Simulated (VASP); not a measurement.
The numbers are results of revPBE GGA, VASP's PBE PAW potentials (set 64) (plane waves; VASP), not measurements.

The input files of a VASP run:

POSCAR:
```
WSe2
1.0
  1.7030579774  -2.9497825979   0.0000000000
  1.7030579774   2.9497825979   0.0000000000
  0.0000000000   0.0000000000  17.9412950511
W Se
2 4
Direct
  0.3333330000   0.6666670000   0.2500000000
  0.6666670000   0.3333330000   0.7500000000
  0.3333330000   0.6666670000   0.8455581003
  0.6666670000   0.3333330000   0.3455581003
  0.6666670000   0.3333330000   0.1544418997
  0.3333330000   0.6666670000   0.6544418997
```

**KPOINTS**
```
Automatic mesh
0
Gamma
8 8 2
0 0 0
```

**INCAR**
```
SYSTEM = WSe2
PREC = Accurate
ENCUT = 520
EDIFF = 1E-7
NELM = 100
ALGO = Normal
LREAL = .FALSE.
LASPH = .TRUE.
ISMEAR = 0
SIGMA = 0.05
GGA = RE
LMAXMIX = 6
LWAVE = .FALSE.
LCHARG = .FALSE.
ISIF = 4
IBRION = 2
NSW = 30
EDIFFG = -0.01
```

POTCAR, in this order: W_sv Se (PBE.64 set). Program: vasp_std.

The run wrote:

### OSZICAR
```
...
DAV:  15    -0.410689668484E+02    0.32447E-05   -0.85647E-06  1347   0.153E-02    0.604E-03
DAV:  16    -0.410689669630E+02   -0.11460E-06   -0.10953E-06  1531   0.519E-03    0.807E-04
DAV:  17    -0.410689670816E+02   -0.11861E-06   -0.10463E-07  1059   0.209E-03    0.225E-04
DAV:  18    -0.410689670748E+02    0.67776E-08   -0.19077E-08  1026   0.879E-04
   1 F= -.41068967E+02 E0= -.41068967E+02  d E =-.410690E+02
       N       E                     dE             d eps       ncg     rms          rms(c)
DAV:   1    -0.411417800566E+02   -0.72813E-01   -0.59074E+00  1282   0.111E+01    0.187E+00
DAV:   2    -0.411569228511E+02   -0.15143E-01   -0.34585E-01  1464   0.234E+00    0.754E-01
DAV:   3    -0.411532284439E+02    0.36944E-02   -0.17888E-02  1523   0.736E-01    0.548E-01
DAV:   4    -0.411520638912E+02    0.11646E-02   -0.53078E-03  1670   0.366E-01    0.192E-01
DAV:   5    -0.411517070566E+02    0.35683E-03   -0.11601E-03  1653   0.171E-01    0.554E-02
DAV:   6    -0.411514837221E+02    0.22333E-03   -0.33672E-04  1522   0.843E-02    0.174E-02
DAV:   7    -0.411514187193E+02    0.65003E-04   -0.58584E-05  1581   0.273E-02    0.819E-03
DAV:   8    -0.411514022012E+02    0.16518E-04   -0.10911E-05  1567   0.131E-02    0.224E-03
DAV:   9    -0.411513986620E+02    0.35392E-05   -0.46696E-06  1420   0.821E-03    0.122E-03
DAV:  10    -0.411513985704E+02    0.91622E-07   -0.11577E-07  1147   0.181E-03
   2 F= -.41151399E+02 E0= -.41151399E+02  d E =-.824315E-01
       N       E                     dE             d eps       ncg     rms          rms(c)
DAV:   1    -0.411520041672E+02   -0.60551E-03   -0.56913E-02  1310   0.110E+00    0.178E-01
DAV:   2    -0.411521439020E+02   -0.13973E-03   -0.33873E-03  1485   0.231E-01    0.785E-02
DAV:   3    -0.411521124115E+02    0.31491E-04   -0.22671E-04  1595   0.820E-02    0.549E-02
DAV:   4    -0.411521012516E+02    0.11160E-04   -0.56111E-05  1684   0.376E-02    0.217E-02
DAV:   5    -0.411520999849E+02    0.12668E-05   -0.84284E-06  1496   0.144E-02    0.488E-03
DAV:   6    -0.411520979503E+02    0.20346E-05   -0.25260E-06  1522   0.740E-03    0.130E-03
DAV:   7    -0.411520976458E+02    0.30453E-06   -0.38132E-07  1373   0.224E-03    0.689E-04
DAV:   8    -0.411520974603E+02    0.18543E-06   -0.28441E-07  1257   0.229E-03    0.215E-04
DAV:   9    -0.411520974363E+02    0.24043E-07   -0.26697E-08   957   0.747E-04
   3 F= -.41152097E+02 E0= -.41152097E+02  d E =-.831304E-01
       N       E                     dE             d eps       ncg     rms          rms(c)
DAV:   1    -0.413191609642E+02   -0.16706E+00   -0.72398E+00  1240   0.167E+01    0.230E+00
DAV:   2    -0.412293027941E+02    0.89858E-01   -0.48717E-01  1330   0.399E+00    0.103E+00
DAV:   3    -0.412074036315E+02    0.21899E-01   -0.33534E-02  1425   0.108E+00    0.492E-01
DAV:   4    -0.411982583329E+02    0.91453E-02   -0.24285E-02  1447   0.716E-01    0.198E-01
DAV:   5    -0.411977845588E+02    0.47377E-03   -0.29920E-03  1652   0.289E-01    0.989E-02
DAV:   6    -0.411971368247E+02    0.64773E-03   -0.71717E-04  1572   0.130E-01    0.358E-02
DAV:   7    -0.411967681675E+02    0.36866E-03   -0.60806E-04  1596   0.101E-01    0.189E-02
DAV:   8    -0.411966623618E+02    0.10581E-03   -0.13534E-04  1447   0.646E-02    0.129E-02
DAV:   9    -0.411966386696E+02    0.23692E-04   -0.41506E-05  1585   0.298E-02    0.463E-03
DAV:  10    -0.411966373087E+02    0.13609E-05   -0.26049E-06  1286   0.872E-03    0.181E-03
DAV:  11    -0.411966372238E+02    0.84915E-07   -0.20677E-07  1190   0.223E-03
   4 F= -.41196637E+02 E0= -.41196637E+02  d E =-.445398E-01
       N       E                     dE             d eps       ncg     rms          rms(c)
DAV:   1    -0.416326532834E+02   -0.43602E+00   -0.23847E+01  1240   0.304E+01    0.432E+00
DAV:   2    -0.413362089775E+02    0.29644E+00   -0.17805E+00  1338   0.749E+00    0.190E+00
DAV:   3    -0.412648083264E+02    0.71401E-01   -0.11037E-01  1432   0.202E+00    0.932E-01
DAV:   4    -0.412315055119E+02    0.33303E-01   -0.83179E-02  1446   0.134E+00    0.387E-01
DAV:   5    -0.412304376377E+02    0.10679E-02   -0.97031E-03  1659   0.523E-01    0.195E-01
DAV:   6    -0.412287569371E+02    0.16807E-02   -0.29503E-03  1612   0.267E-01    0.729E-02
DAV:   7    -0.412280614621E+02    0.69547E-03   -0.25747E-03  1422   0.198E-01    0.384E-02
DAV:   8    -0.412278426105E+02    0.21885E-03   -0.49227E-04  1360   0.136E-01    0.230E-02
DAV:   9    -0.412277073289E+02    0.13528E-03   -0.24629E-04  1483   0.669E-02    0.817E-03
DAV:  10    -0.412277003730E+02    0.69559E-05   -0.12957E-05  1438   0.172E-02    0.370E-03
DAV:  11    -0.412276991420E+02    0.12310E-05   -0.23503E-06  1347   0.733E-03    0.140E-03
DAV:  12    -0.412276991589E+02   -0.16902E-07   -0.14101E-07  1109   0.199E-03
   5 F= -.41227699E+02 E0= -.41227699E+02  d E =-.756017E-01
       N       E                     dE             d eps       ncg     rms          rms(c)
DAV:   1    -0.412281030821E+02   -0.40394E-03   -0.22632E-02  1240   0.933E-01    0.125E-01
DAV:   2    -0.412278292910E+02    0.27379E-03   -0.15195E-03  1344   0.221E-01    0.571E-02
DAV:   3    -0.412277614623E+02    0.67829E-04   -0.10514E-04  1454   0.600E-02    0.266E-02
DAV:   4    -0.412277323039E+02    0.29158E-04   -0.69844E-05  1454   0.390E-02    0.107E-02
DAV:   5    -0.412277275414E+02    0.47624E-05   -0.93148E-06  1646   0.159E-02    0.531E-03
DAV:   6    -0.412277224004E+02    0.51410E-05   -0.26351E-06  1353   0.655E-03    0.222E-03
DAV:   7    -0.412277195451E+02    0.28553E-05   -0.22288E-06  1355   0.491E-03    0.105E-03
DAV:   8    -0.412277188667E+02    0.67844E-06   -0.65412E-07  1350   0.314E-03    0.860E-04
DAV:   9    -0.412277188302E+02    0.36510E-07   -0.14125E-07  1095   0.169E-03
   6 F= -.41227719E+02 E0= -.41227719E+02  d E =-.756214E-01
       N       E                     dE             d eps       ncg     rms          rms(c)
DAV:   1    -0.412288792385E+02   -0.11604E-02   -0.16308E-01  1275   0.228E+00    0.327E-01
DAV:   2    -0.412283729408E+02    0.50630E-03   -0.11956E-02  1446   0.490E-01    0.163E-01
DAV:   3    -0.412280366905E+02    0.33625E-03   -0.18182E-03  1544   0.235E-01    0.116E-01
DAV:   4    -0.412279122629E+02    0.12443E-03   -0.34795E-04  1589   0.914E-02    0.560E-02
DAV:   5    -0.412278760370E+02    0.36226E-04   -0.78136E-05  1700   0.378E-02    0.150E-02
DAV:   6    -0.412278587196E+02    0.17317E-04   -0.16348E-05  1561   0.195E-02    0.616E-03
DAV:   7    -0.412278463173E+02    0.12402E-04   -0.11472E-05  1330   0.107E-02    0.274E-03
DAV:   8    -0.412278440379E+02    0.22794E-05   -0.11517E-06  1428   0.410E-03    0.129E-03
DAV:   9    -0.412278427589E+02    0.12791E-05   -0.11125E-06  1330   0.343E-03    0.816E-04
DAV:  10    -0.412278426894E+02    0.69453E-07   -0.48859E-08  1073   0.101E-03
   7 F= -.41227843E+02 E0= -.41227843E+02  d E =-.123859E-03
       N       E                     dE             d eps       ncg     rms          rms(c)
DAV:   1    -0.412285854453E+02   -0.74269E-03   -0.37309E-02  1282   0.109E+00    0.157E-01
DAV:   2    -0.412284808126E+02    0.10463E-03   -0.26753E-03  1445   0.232E-01    0.770E-02
DAV:   3    -0.412284094770E+02    0.71336E-04   -0.38873E-04  1536   0.110E-01    0.542E-02
DAV:   4    -0.412283857404E+02    0.23737E-04   -0.75080E-05  1575   0.426E-02    0.262E-02
DAV:   5    -0.412283787466E+02    0.69938E-05   -0.16212E-05  1653   0.172E-02    0.732E-03
DAV:   6    -0.412283740455E+02    0.47010E-05   -0.42670E-06  1594   0.943E-03    0.269E-03
DAV:   7    -0.412283715795E+02    0.24660E-05   -0.24894E-06  1310   0.513E-03    0.114E-03
DAV:   8    -0.412283711337E+02    0.44586E-06   -0.23325E-07  1300   0.162E-03    0.641E-04
DAV:   9    -0.412283708918E+02    0.24189E-06   -0.25223E-07  1238   0.155E-03    0.263E-04
DAV:  10    -0.412283708907E+02    0.10350E-08   -0.10190E-08   893   0.384E-04
   8 F= -.41228371E+02 E0= -.41228371E+02  d E =-.652061E-03
```

File OUTCAR:
```
------------------------ aborting loop because EDIFF is reached ----------------------------------------
  FORCE on cell =-STRESS in cart. coord.  units (eV):
  Direction    XX          YY          ZZ          XY          YZ          ZX
  --------------------------------------------------------------------------------------
  Total       -0.0220506     -0.0220506     -0.0085860      0.0000000      0.0000000      0.0000000
  in kB       -0.1959875     -0.1959874     -0.0763133      0.0000000      0.0000000      0.0000000
  external PRESSURE =      -0.1560961 kB  Pullay stress =       0.0000000 kB
  volume of cell :      180.26
      direct lattice vectors                 reciprocal lattice vectors
     1.671283528 -2.894747754 -0.000000000     0.299171261 -0.172726622 -0.000000000
     1.671283528  2.894747754  0.000000000     0.299171261  0.172726622 -0.000000000
     0.000000000 -0.000000000 18.629979287    -0.000000000 -0.000000000  0.053676925
 POSITION                                       TOTAL-FORCE (eV/Angst)
 -----------------------------------------------------------------------------------
      1.67128      0.96492      4.65749        -0.000000     -0.000000     -0.000000
      1.67128     -0.96492     13.97248         0.000000      0.000000     -0.000000
      1.67128      0.96492     15.65277         0.000000      0.000000      0.001293
      1.67128     -0.96492      6.33778         0.000000      0.000000      0.001293
      1.67128     -0.96492      2.97721        -0.000000      0.000000     -0.001293
      1.67128      0.96492     12.29220        -0.000000      0.000000     -0.001293
 -----------------------------------------------------------------------------------
    total drift:                               -0.000000      0.001196     -0.000033
  FREE ENERGIE OF THE ION-ELECTRON SYSTEM (eV)
  ---------------------------------------------------
  free  energy   TOTEN  =       -41.2283708907 eV

  energy  without entropy=      -41.2283708907  energy(sigma->0) =      -41.22837089

 reached required accuracy - stopping structural energy minimisation
```
(Selected blocks of OUTCAR.)

### CONTCAR
```
WSe2
   1.00000000000000
     1.6712835280903824   -2.8947477538947384   -0.0000000000000000
     1.6712835280903824    2.8947477538947384    0.0000000000000000
     0.0000000000000000   -0.0000000000000000   18.6299792872272754
  W               Se
     2     4
Direct
     0.3333330000000032    0.6666669999999968    0.2500000000000000
     0.6666669999999968    0.3333330000000032    0.7500000000000000
     0.3333330000000032    0.6666669999999968    0.8401927603555970
     0.6666669999999968    0.3333330000000032    0.3401927603555970
     0.6666669999999968    0.3333330000000032    0.1598072396444030
     0.3333330000000032    0.6666669999999968    0.6598072396444030
```

Without a dispersion term in the relaxation, distances and binding between the weakly bound layers, chains or molecules are unreliable, and so is what depends on them.

The compound is WSe2 in the 2H layered structure. This cell is one point of a volume scan, at 1.06 of the reference volume. Symmetry was kept, so distortions that lower it aren't found.
